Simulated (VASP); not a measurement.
A VASP calculation is set up with these files.

POSCAR:
```
V
1
   -1.5154782701     1.5154782701     1.5154782701
    1.5154782701    -1.5154782701     1.5154782701
    1.5154782701     1.5154782701    -1.5154782701
V
1
Direct
  0.0000000000   0.0000000000   0.0000000000
```

### KPOINTS
```
Automatic mesh
0
G
17 17 17
0 0 0
```

INCAR:
```
LREAL  =  .False.   # projection in real space or not
SIGMA  =  0.1   # width (eV)
PREC  =  Accurate
SYSTEM  =  V
ISMEAR  =  1   # Methfessel-Paxton
ISIF  =  2
LWAVE  =  .False.
ENCUT  =  520
LASPH  =  .True.
LMAXMIX  =  4
LCHARG  =  .False.
PARAM1  =  0.1234568
NELM  =  100   # most electronic steps
ZAB_VDW  =  -1.8867
AGGAC  =  0.0
LUSE_VDW  =  .True.
EDIFF  =  1E-7   # SCF stop (eV)
PARAM2  =  0.7114
ALGO  =  Normal   # blocked Davidson
GGA  =  MK
```

POTCAR, in this order: V_sv (PBE.64 set). Program: vasp_std.

Question: Write an equivalent input for Quantum ESPRESSO's pw.x.

Answer: One equivalent input (not run):
```
&CONTROL
  calculation = 'scf'
  pseudo_dir = './pseudo'
  outdir = './out'
  tprnfor = .true.
  tstress = .true.
/
&SYSTEM
  ibrav = 0
  nat = 1
  ntyp = 1
  ecutwfc = 84
  occupations = 'smearing'
  smearing = 'methfessel-paxton'
  degauss = 0.00735
  input_dft = 'vdw-df2-b86r'
/
&ELECTRONS
  conv_thr = 7.3e-09
  electron_maxstep = 100
/
ATOMIC_SPECIES
  V 50.941 V.upf
CELL_PARAMETERS angstrom
    -1.5154783    1.5154783    1.5154783
     1.5154783   -1.5154783    1.5154783
     1.5154783    1.5154783   -1.5154783
ATOMIC_POSITIONS crystal
  V    0.0000000  0.0000000  0.0000000
K_POINTS automatic
  17 17 17 0 0 0
```
What does not carry over: the potentials are each code's own (VASP's PAW set, PseudoDojo norm-conserving files in pw.x), so ENCUT and ecutwfc are chosen apart and not converted; conv_thr bounds pw.x's estimated SCF error, while EDIFF bounds the energy change between steps.

The compound is V in the bcc structure. This cell is one point of a volume scan, at 1.06 of the reference volume.
